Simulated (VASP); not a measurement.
VASP ran on this input.

KPOINTS:
```
Automatic mesh
0
Gamma
14 14 14
0 0 0
```

**INCAR**
```
LWAVE = .False.
ISMEAR = -5   # tetrahedra, Bloechl
EDIFF = 1E-7
LREAL = .False.   # projection in real space or not
LMAXMIX = 4
GGA = PS
ENCUT = 400   # plane-wave cut-off (eV)
NELM = 100
LASPH = .True.   # aspherical one-centre terms
LCHARG = .True.
NEDOS = 601
SYSTEM = I
ALGO = Normal
PREC = Accurate
LORBIT = 11
ISIF = 2
```

POSCAR:
```
I
3.5527020
  0.0000000000   0.7071068164   0.7071068164
  0.7071068164   0.0000000000   0.7071068164
  0.7071068164   0.7071068164   0.0000000000
I
1
Cart
  0.7071068164   0.0000000000   0.7071068164
```

POTCAR, in this order: I (PBE.64 set). Program: vasp_std.

Task: Translate this PBEsol calculation to Quantum ESPRESSO's pw.x.

Result: One equivalent input (not run):
```
&CONTROL
  calculation = 'scf'
  pseudo_dir = './pseudo'
  outdir = './out'
  tprnfor = .true.
  tstress = .true.
/
&SYSTEM
  ibrav = 0
  nat = 1
  ntyp = 1
  ecutwfc = 70
  occupations = 'tetrahedra'
  input_dft = 'pbesol'
/
&ELECTRONS
  conv_thr = 7.3e-09
  electron_maxstep = 100
/
ATOMIC_SPECIES
  I 126.904 I.upf
CELL_PARAMETERS angstrom
    -0.0000000    2.5121398    2.5121398
     2.5121398    0.0000000    2.5121398
     2.5121398    2.5121398    0.0000000
ATOMIC_POSITIONS crystal
  I    0.0000000  1.0000000  0.0000000
K_POINTS automatic
  14 14 14 0 0 0
```
The two are equivalent in intent, not identical: the potentials are each code's own (VASP's PAW set, PseudoDojo norm-conserving files in pw.x), so ENCUT and ecutwfc are chosen apart and not converted; conv_thr bounds pw.x's estimated SCF error, while EDIFF bounds the energy change between steps.

The structure was generated: I was put into the fcc type (Fm-3m), which need not be its known phase. It was relaxed first, which changed the volume by -10 %.
